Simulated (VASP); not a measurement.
InF:

```
In F
1.0
     1.54153    0.89001    4.99023
    -1.54153    0.89001    4.99023
     0.00000   -1.78001    4.99023
In F
1 1
Direct
  0.50000 0.50000 0.50000
  0.00000 0.00000 0.00000
```

The cell was built by a generator and needn't be a form met in nature.

```yaml
Program: VASP 6.6.1
Task: relaxation of cell and atoms
Functional: PBE
Potentials_or_basis: VASP PAW PBE potentials, release 64 (In_d, F)
Cutoff: 600 eV
k_mesh: 10 × 10 × 10
Occupations: gaussian, width 0.05 eV
Spin: no spin polarisation
```

At the start: pressure -6.4 GPa; volume 20.54 Å³/atom.

**Question.** Where does the relaxation end?

**Answer.** Over 13 steps the energy falls by 528.5 meV/atom and the volume is 20.52 Å³/atom (-0.1 %); space group R-3m (No. 166, to 0.05 Å).

The path:
```
step  energy change (eV)  largest force (eV/Å)  pressure (GPa)  volume (Å³)
   1              0.0000                0.0000           -6.41        41.08
   2             -0.8962                0.0000           -1.01        35.87
   3             -0.9503                0.0000            1.76        34.73
   4             -0.9547                0.0000            3.16        34.24
   5             -0.9880                0.0000            1.55        35.89
   6             -1.0179                0.0000           -0.94        39.33
   7             -1.0425                0.0000           -0.18        39.76
   8             -1.0556                0.0000            0.71        40.29
   9             -1.0555                0.0000            0.75        40.32
  10             -1.0560                0.0000           -0.41        41.64
  11             -1.0569                0.0000            0.11        41.04
  12             -1.0569                0.0000            0.07        41.06
  13             -1.0570                0.0000            0.07        41.05
```

Final structure:
```yaml
crystal:
  lattice:
    - [1.81576, 1.04833, 3.59386]
    - [-1.81576, 1.04833, 3.59386]
    - [0.00000, -2.09666, 3.59386]
  atoms:
    - { symbol: In, position: [0.50000, 0.50000, 0.50000] }
    - { symbol: F, position: [0.00000, 0.00000, 0.00000] }
```
